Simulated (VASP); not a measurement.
Input:

```
Cr
1.0
    2.83064     0.00000     0.00000
    0.00000     2.83064     0.00000
    0.00000     0.00000     2.83064
Cr
2
Cartesian
  2.83064   2.83064   2.83064
  1.41532   1.41532   1.41532
```
Starting moments (μB, in the order of the record's atoms Cr Cr): 0.9 -0.9.

All values below come from PBE GGA with D3 dispersion (Becke-Johnson damping), VASP's PBE PAW potentials (set 64) (plane waves; VASP). Run with 520 eV cut-off, Gaussian smearing of 0.050 eV, potentials Cr_pv.

Task: Predict the cell moment, band gap (along the path) with the smallest direct gap where there is one.

Result: 
* **band gap (along the path)**: none (metal, semimetal or under 0.01 eV)
* **cell moment**: 0.00 μB

The absolute energy has meaning only against runs of the same code, potentials and settings.

The compound is Cr in the bcc, AFM order structure. It was relaxed first, which changed the volume by -5 %.
